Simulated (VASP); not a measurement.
# CO on Pt(100): which site?, part 5 of 7

Where does CO sit on Pt(100), and how strongly does it bind?

VASP 6.6.1, plane waves and PAW; the level of theory is named at each step.

So far. Step 4 (Surface relaxation): The run ended after 7 ionic steps, 0.123 eV below its first step, once the forces on the free atoms met EDIFFG = -0.03. Step 5 (Vacuum level and density of states): The vacuum level lies 5.66 eV above the Fermi level at the upper face; both faces agree, as the slab has next to no dipole.

**7. Going on with the relaxation**

Level of this step: PBEsol; plane waves and PAW (Pt, C, O) (VASP).

The relaxation goes on from its last finished geometry.

Input file INCAR:

```
SYSTEM = Pt16CO
PREC = Normal
ENCUT = 440
EDIFF = 1E-05
NELM = 120
ISMEAR = 1
SIGMA = 0.15
LREAL = Auto
ALGO = Fast
GGA = PS
NBANDS = 105
LASPH = .TRUE.
LORBIT = 11
LWAVE = .FALSE.
LCHARG = .FALSE.
KPAR = 2
NCORE = 2
IBRION = 2
NSW = 50
ISIF = 2
EDIFFG = -0.03
POTIM = 0.25
MAXMIX = 40
IDIPOL = 3
LDIPOL = .TRUE.
DIPOL = 0.5 0.5 0.527
```

Input file POSCAR:

```
Pt16CO
1.0
    5.5379213700      0.0000000000      0.0000000000
    0.0000000000      5.5379213700      0.0000000000
    0.0000000000      0.0000000000     20.8738526316
Pt C O
16 1 1
Selective dynamics
Direct
    0.2500000000      0.2500000000      0.3593011900  F F F
    0.7500000000      0.2500000000      0.3593011900  F F F
    0.2500000000      0.7500000000      0.3593011900  F F F
    0.7500000000      0.7500000000      0.3593011900  F F F
    0.0000000000      0.0000000000      0.4531004000  F F F
    0.5000000000      0.0000000000      0.4531004000  F F F
    0.0000000000      0.5000000000      0.4531004000  F F F
    0.5000000000      0.5000000000      0.4531004000  F F F
    0.2476847058      0.2476847058      0.5454108543  T T T
    0.7523152942      0.2476847058      0.5454108543  T T T
    0.2476847058      0.7523152942      0.5454108543  T T T
    0.7523152942      0.7523152942      0.5454108543  T T T
    0.0000000000      0.0000000000      0.6459553757  T T T
    0.5000000000      0.0000000000      0.6343333875  T T T
    0.0000000000      0.5000000000      0.6343333875  T T T
    0.5000000000      0.5000000000      0.6356208686  T T T
    0.0000000000      0.0000000000      0.7335750793  T T T
    0.0000000000      0.0000000000      0.7889832777  T T T
```

Input file KPOINTS:

```
Automatic mesh
0
Gamma
4 4 1
0 0 0
```

Potentials, in the order of the species: Pt, C and O (PBE family, release 64).

The run is started by

```sh
> mpirun -np 4 vasp_std
```

Output:

```text
[... set-up lines as in an earlier step ...]
 entering main loop
       N       E                     dE             d eps       ncg     rms          rms(c)
DAV:   1     0.108244714733E+04    0.10824E+04   -0.70985E+04  1260   0.123E+03
DAV:   2    -0.483667306424E+02   -0.11308E+04   -0.10582E+04  1496   0.278E+02
DAV:   3    -0.126221424317E+03   -0.77855E+02   -0.72118E+02  1485   0.686E+01
DAV:   4    -0.128885549857E+03   -0.26641E+01   -0.26068E+01  1656   0.126E+01
DAV:   5    -0.128958540345E+03   -0.72990E-01   -0.72819E-01  1576   0.204E+00    0.487E+01
RMM:   6    -0.126704236325E+03    0.22543E+01   -0.26080E+01  1262   0.156E+01    0.397E+01
RMM:   7    -0.192005261036E+03   -0.65301E+02   -0.81470E+01  1484   0.171E+01    0.607E+01
RMM:   8    -0.144866126971E+03    0.47139E+02   -0.40375E+01  1312   0.136E+01    0.379E+01
RMM:   9    -0.129514217205E+03    0.15352E+02   -0.19189E+01  1278   0.114E+01    0.232E+01
RMM:  10    -0.122364679816E+03    0.71495E+01   -0.13572E+01  1273   0.877E+00    0.143E+01
RMM:  11    -0.121241102801E+03    0.11236E+01   -0.41621E+00  1269   0.503E+00    0.108E+01
RMM:  12    -0.120161346918E+03    0.10798E+01   -0.10894E+00  1264   0.276E+00    0.440E+00
RMM:  13    -0.120119378265E+03    0.41969E-01   -0.21491E-01  1293   0.989E-01    0.305E+00
RMM:  14    -0.120112333712E+03    0.70446E-02   -0.72590E-02  1306   0.610E-01    0.266E+00
RMM:  15    -0.120117240463E+03   -0.49068E-02   -0.61702E-02  1271   0.632E-01    0.189E+00
RMM:  16    -0.120100887231E+03    0.16353E-01   -0.32790E-02  1268   0.480E-01    0.112E+00
RMM:  17    -0.120087749107E+03    0.13138E-01   -0.11395E-02  1264   0.276E-01    0.448E-01
RMM:  18    -0.120087043642E+03    0.70547E-03   -0.40709E-03  1325   0.131E-01    0.473E-01
RMM:  19    -0.120085452458E+03    0.15912E-02   -0.17110E-03  1276   0.102E-01    0.289E-01
RMM:  20    -0.120084352397E+03    0.11001E-02   -0.20949E-03  1302   0.104E-01    0.121E-01
RMM:  21    -0.120084471627E+03   -0.11923E-03   -0.37290E-04  1316   0.442E-02    0.152E-01
RMM:  22    -0.120084283003E+03    0.18862E-03   -0.23778E-04  1257   0.340E-02    0.427E-02
RMM:  23    -0.120084289509E+03   -0.65060E-05   -0.81219E-05  1105   0.179E-02
   1 F= -.12008429E+03 E0= -.12008398E+03  d E =-.120084E+03
 curvature:   0.00 expect dE= 0.000E+00 dE for cont linesearch  0.000E+00
 trial: gam= 0.00000 g(F)=  0.100E-02 g(S)=  0.000E+00 ort = 0.000E+00 (trialstep = 0.100E+01)
 search vector abs. value=  0.100E-02
 bond charge predicted
       N       E                     dE             d eps       ncg     rms          rms(c)
DAV:   1    -0.120083329857E+03    0.95315E-03   -0.13200E-01  1343   0.914E-01    0.128E-01
RMM:   2    -0.120083789997E+03   -0.46014E-03   -0.31990E-03  1274   0.158E-01    0.194E-01
RMM:   3    -0.120083842033E+03   -0.52035E-04   -0.10093E-03  1265   0.914E-02    0.215E-01
RMM:   4    -0.120083499158E+03    0.34287E-03   -0.31351E-04  1266   0.529E-02    0.654E-02
RMM:   5    -0.120083465587E+03    0.33571E-04   -0.50057E-05   947   0.182E-02    0.202E-02
RMM:   6    -0.120083480327E+03   -0.14740E-04   -0.11370E-05   719   0.916E-03    0.136E-02
RMM:   7    -0.120083496849E+03   -0.16522E-04   -0.47241E-06   694   0.569E-03    0.134E-02
RMM:   8    -0.120083507875E+03   -0.11026E-04   -0.17605E-06   542   0.337E-03    0.439E-03
RMM:   9    -0.120083524587E+03   -0.16713E-04   -0.13549E-06   447   0.285E-03    0.349E-03
RMM:  10    -0.120083536074E+03   -0.11486E-04   -0.10507E-06   415   0.255E-03    0.178E-03
RMM:  11    -0.120083542369E+03   -0.62952E-05   -0.64907E-07   321   0.216E-03
   2 F= -.12008354E+03 E0= -.12008306E+03  d E =0.747140E-03
[... from here on, the cycles between the ionic steps are left out ...]
   3 F= -.12008452E+03 E0= -.12008414E+03  d E =-.234296E-03
   4 F= -.12008454E+03 E0= -.12008416E+03  d E =-.245767E-03
   5 F= -.12008469E+03 E0= -.12008425E+03  d E =-.158228E-03
   6 F= -.12008478E+03 E0= -.12008427E+03  d E =-.244199E-03
   7 F= -.12008487E+03 E0= -.12008432E+03  d E =-.944994E-04
   8 F= -.12008488E+03 E0= -.12008431E+03  d E =-.986653E-04
   9 F= -.12008492E+03 E0= -.12008433E+03  d E =-.410412E-04
  10 F= -.12008500E+03 E0= -.12008437E+03  d E =-.117852E-03
 curvature:  -2.07 expect dE=-0.318E-03 dE for cont linesearch -0.734E-07
 trial: gam=-0.11906 g(F)=  0.154E-03 g(S)=  0.000E+00 ort = 0.104E-04 (trialstep = 0.181E+00)
 search vector abs. value=  0.194E-03
 bond charge predicted
       N       E                     dE             d eps       ncg     rms          rms(c)
DAV:   1    -0.120085009128E+03   -0.19240E-04   -0.82330E-04  1309   0.767E-02    0.119E-02
RMM:   2    -0.120085009899E+03   -0.77035E-06   -0.14484E-05   711   0.111E-02
  11 F= -.12008501E+03 E0= -.12008439E+03  d E =-.139067E-04
 trial-energy change:   -0.000014  1 .order   -0.000013   -0.000028    0.000001
 step:   0.1772(harm=  0.1772)  dis= 0.00016  next Energy=  -120.085009 (dE=-0.135E-04)
 reached required accuracy - stopping structural energy minimisation
```

Run time: 2.3 min. Hardware: 4 MPI ranks of Intel Xeon 6975P-C (Granite Rapids), shared host; peak memory 1.1 GiB.

OUTCAR, selected parts (step 7):

```text
   NELECT =     170.0000    total number of electrons

 dipolmoment           0.000000      0.000000      0.000387 electrons x Angstroem

 E-fermi :   0.8788

 k-point     1 :       0.0000    0.0000    0.0000
  band No.  band energies     occupation
    ...
     77       0.7403      2.03042
     78       0.7403      2.03042
     79       0.7514      2.00325
     80       0.8628      1.17963
     81       0.8741      1.05272
     82       1.0095     -0.01213
     83       1.1047     -0.05477
     84       1.1047     -0.05477
     85       1.3310     -0.00017
     86       1.4166     -0.00000
    ...

  Total      -12.3079193    -12.3079193     -3.9578263      0.0000000      0.0000000     -0.0000000
  in kB      -30.8034271    -30.8034271     -9.9053798      0.0000000      0.0000000     -0.0000000
  external PRESSURE =     -23.8374114 kB  Pullay stress =       0.0000000 kB

 POSITION                                       TOTAL-FORCE (eV/Angst)
 -----------------------------------------------------------------------------------
      1.38448      1.38448      7.50000         0.021989      0.021989      0.523509
      4.15344      1.38448      7.50000        -0.021989      0.021989      0.523509
      1.38448      4.15344      7.50000         0.021989     -0.021989      0.523509
      4.15344      4.15344      7.50000        -0.021989     -0.021989      0.523509
      0.00000      0.00000      9.45795         0.000000     -0.000000     -0.612444
      2.76896      0.00000      9.45795         0.000000     -0.000000     -0.347436
      0.00000      2.76896      9.45795         0.000000     -0.000000     -0.347436
      2.76896      2.76896      9.45795         0.000000     -0.000000     -0.863893
      1.37151      1.37151     11.38412         0.003375      0.003375      0.006462
      4.16641      1.37151     11.38412        -0.003375      0.003375      0.006462
      1.37151      4.16641     11.38412         0.003375     -0.003375      0.006462
      4.16641      4.16641     11.38412        -0.003375     -0.003375      0.006462
      0.00000      0.00000     13.48856         0.000000     -0.000000      0.018403
      2.76896      0.00000     13.23757         0.000000     -0.000000     -0.002055
      0.00000      2.76896     13.23757         0.000000     -0.000000     -0.002055
      2.76896      2.76896     13.27272         0.000000     -0.000000      0.001178
      0.00000      0.00000     15.31706         0.000000     -0.000000      0.019559
      0.00000      0.00000     16.47474        -0.000000     -0.000000      0.016297
 -----------------------------------------------------------------------------------
    total drift:                                0.000000      0.000000     -0.103125

  FREE ENERGIE OF THE ION-ELECTRON SYSTEM (eV)
  ---------------------------------------------------
  free  energy   TOTEN  =      -120.0850098986 eV

  energy  without entropy=     -120.0831441291  energy(sigma->0) =     -120.08438798

 vacuum level on the upper side and lower side of the slab         6.503         6.518

[... 9 parts as in an earlier step ...]

[... 9 further parts left out ...]
```

CONTCAR:

```
Pt16CO
   1.00000000000000
     5.5379213700000003    0.0000000000000000    0.0000000000000000
     0.0000000000000000    5.5379213700000003    0.0000000000000000
     0.0000000000000000    0.0000000000000000   20.8738526315999984
  Pt              C               O
    16     1     1
Selective dynamics
Direct
     0.2500000000000000    0.2500000000000000    0.3593011899999965   F   F   F
     0.7500000000000000    0.2500000000000000    0.3593011899999965   F   F   F
     0.2500000000000000    0.7500000000000000    0.3593011899999965   F   F   F
     0.7500000000000000    0.7500000000000000    0.3593011899999965   F   F   F
     0.0000000000000000    0.0000000000000000    0.4531003999999967   F   F   F
     0.5000000000000000    0.0000000000000000    0.4531003999999967   F   F   F
     0.0000000000000000    0.5000000000000000    0.4531003999999967   F   F   F
     0.5000000000000000    0.5000000000000000    0.4531003999999967   F   F   F
     0.2476584478492841    0.2476584478492841    0.5453770815325921   T   T   T
     0.7523415521507161    0.2476584478492841    0.5453770815325921   T   T   T
     0.2476584478492841    0.7523415521507161    0.5453770815325921   T   T   T
     0.7523415521507161    0.7523415521507161    0.5453770815325921   T   T   T
     0.0000000000000000    0.0000000000000000    0.6461939075618269   T   T   T
     0.5000000000000000    0.0000000000000000    0.6341699361230485   T   T   T
     0.0000000000000000    0.5000000000000000    0.6341699361230485   T   T   T
     0.5000000000000000    0.5000000000000000    0.6358539237703671   T   T   T
     0.0000000000000000    0.0000000000000000    0.7337916040569556   T   T   T
     0.0000000000000000    0.0000000000000000    0.7892526132484300   T   T   T
```

Step by step:

```
step  energy less that of the first step (eV)  largest force (eV/Å)
   1                                   0.0000                0.1258
   2                                   0.0007                0.5535
   3                                  -0.0002                0.1029
   4                                  -0.0002                0.0761
   5                                  -0.0004                0.0353
   6                                  -0.0005                0.0845
   7                                  -0.0006                0.0877
   8                                  -0.0006                0.1148
   9                                  -0.0006                0.0996
  10                                  -0.0007                0.0616
  11                                  -0.0007                0.0196
```

Final coordinates:

```xyz
18
Lattice="5.5379 0.0000 0.0000 0.0000 5.5379 0.0000 0.0000 0.0000 20.8739" Properties=species:S:1:pos:R:3
Pt    1.3845    1.3845    7.5000
Pt    4.1534    1.3845    7.5000
Pt    1.3845    4.1534    7.5000
Pt    4.1534    4.1534    7.5000
Pt    0.0000    0.0000    9.4580
Pt    2.7690    0.0000    9.4580
Pt    0.0000    2.7690    9.4580
Pt    2.7690    2.7690    9.4580
Pt    1.3715    1.3715   11.3841
Pt    4.1664    1.3715   11.3841
Pt    1.3715    4.1664   11.3841
Pt    4.1664    4.1664   11.3841
Pt    0.0000    0.0000   13.4886
Pt    2.7690    0.0000   13.2376
Pt    0.0000    2.7690   13.2376
Pt    2.7690    2.7690   13.2727
C     0.0000    0.0000   15.3171
O     0.0000    0.0000   16.4747
```

Numbers from this step:

- electronic cycles: 60
- electrons: 170
- free energy (TOTEN): -120.0850 eV
- energy at zero smearing: -120.0844 eV
- Fermi energy: 0.8788 eV
- dipole moment: 0, 0, 3.87e-4 e·Å

The run ended after 11 ionic steps, 0.001 eV below its first step, once the forces on the free atoms met EDIFFG = -0.03.

[end of part 5 of 7]

[Lines on the potential files, build, host, timing and source positions are cut from VASP's logs without a mark.]

[Logs are printed without paths, hosts, clocks, repeated set-up lines and the standing remarks that a program may print on its own settings, such as how far it seeks lower states.]

[Hosts, paths, dates, database ids (printed as entryN), source tags and the programs' standing remarks are cut or masked in the printed files.]

[Runs that stopped without an error message from VASP are left out.]
